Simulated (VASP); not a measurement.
The system is CdSnSe2.

```
Cd Sn Se
1.0
     5.75399    0.00000    0.00000
     0.00000    5.75399    0.00000
     0.00000    0.00000    2.68617
Cd Sn Se
1 1 2
Direct
  0.50000 0.50000 0.50000
  0.00000 0.00000 0.00000
  0.50000 0.00000 0.00000
  0.00000 0.50000 0.00000
```

The cell was built by a generator and needn't be a form met in nature.

* Program: VASP 6.6.1
* Task: relaxation of cell and atoms
* Functional: PBE
* Potentials or basis: VASP PAW PBE potentials, release 64 (Cd, Sn_d, Se)
* Cutoff: 600 eV
* k mesh: 4 × 4 × 6
* Occupations: gaussian, width 0.1 eV
* Spin: no spin polarisation

At the start: pressure 10.0 GPa; volume 22.23 Å³/atom.

Task: How do energy, volume and symmetry change on relaxing?

Result: Over 9 steps the energy falls by 205.2 meV/atom and the volume is 24.83 Å³/atom (+11.7 %); space group P4/mmm (No. 123, to 0.05 Å).

The path:
```
step  energy change (eV)  largest force (eV/Å)  pressure (GPa)  volume (Å³)
   1              0.0000                0.0000            9.97        88.93
   2             -0.5271                0.0000           -3.17       107.76
   3             -0.5447                0.0000           -1.68       104.24
   4             -0.7362                0.0000           -1.44       102.70
   5             -0.7597                0.0000            0.75        99.46
   6             -0.8180                0.0000           -0.57       100.91
   7             -0.8181                0.0000           -0.70       101.08
   8             -0.8183                0.0000           -0.65       101.01
   9             -0.8210                0.0000            0.20        99.31
```

Final structure:
```
CELL_PARAMETERS angstrom
5.61526 0.00000 0.00000
0.00000 5.61526 0.00000
0.00000 0.00000 3.14972
ATOMIC_POSITIONS crystal
Cd 0.50000 0.50000 0.50000
Sn 0.00000 0.00000 0.00000
Se 0.50000 0.00000 0.00000
Se 0.00000 0.50000 0.00000
```

Caveat: the k mesh is coarse (spacing up to 0.39 Å⁻¹), so the values aren't converged.
